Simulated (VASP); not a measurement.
An input for Quantum ESPRESSO's pw.x (written as the equivalent of a VASP run, and not itself run):

```
&CONTROL
  calculation = 'scf'
  pseudo_dir = './pseudo'
  outdir = './out'
  tprnfor = .true.
  tstress = .true.
/
&SYSTEM
  ibrav = 0
  nat = 4
  ntyp = 3
  ecutwfc = 96
  occupations = 'smearing'
  smearing = 'gaussian'
  degauss = 0.003675
  input_dft = 'pbe'
  nspin = 2
  starting_magnetization(1) = 0.3
  starting_magnetization(2) = -0.3
/
&ELECTRONS
  conv_thr = 7.3e-08
  electron_maxstep = 100
/
ATOMIC_SPECIES
  Co1 58.933 Co.upf
  Co2 58.933 Co.upf
  O 15.999 O.upf
CELL_PARAMETERS angstrom
     4.2600000    2.1300000    2.1300000
     2.1300000    4.2600000    2.1300000
     2.1300000    2.1300000    4.2600000
ATOMIC_POSITIONS crystal
  Co1  0.0000000  0.0000000  0.0000000
  Co2  0.5000000  0.5000000  0.5000000
  O    0.2500000  0.2500000  0.2500000
  O    0.7500000  0.7500000  0.7500000
K_POINTS automatic
  7 7 7 0 0 0
```

Task: Write the VASP files for the same calculation (PBE).

Result: One answer among several that fit: 
**POSCAR**
```
CoO
1
    4.2600000000     2.1300000000     2.1300000000
    2.1300000000     4.2600000000     2.1300000000
    2.1300000000     2.1300000000     4.2600000000
Co O
2 2
Direct
  0.0000000000   0.0000000000   0.0000000000
  0.5000000000   0.5000000000   0.5000000000
  0.2500000000   0.2500000000   0.2500000000
  0.7500000000   0.7500000000   0.7500000000
```

File KPOINTS:
```
Automatic mesh
0
Gamma
7 7 7
0 0 0
```

### INCAR
```
SYSTEM = CoO
PREC = Accurate
ENCUT = 520
EDIFF = 1E-6
NELM = 100
ALGO = Normal
LREAL = .FALSE.
LASPH = .TRUE.
ISMEAR = 0
SIGMA = 0.05
GGA = PE
LMAXMIX = 4
ISPIN = 2
MAGMOM = 3.0 -3.0 0.0 0.0
LORBIT = 10
LWAVE = .FALSE.
LCHARG = .FALSE.
ISIF = 2
```

POTCAR, in this order: Co O (PBE.64 set). Program: vasp_std.

The two are equivalent in intent, not identical: the potentials are each code's own (VASP's PAW set, PseudoDojo norm-conserving files in pw.x), so ENCUT and ecutwfc are chosen apart and not converted; conv_thr bounds pw.x's estimated SCF error, while EDIFF bounds the energy change between steps; starting_magnetization is a fraction of the valence charge and MAGMOM a moment in μB, so they match only roughly.

The compound is CoO in the rock salt, AFM-II order structure. The cell was not relaxed at this level. The k-mesh is coarse (spacing up to 0.35 per Å, 2π included), so the numbers may not be converged in it.
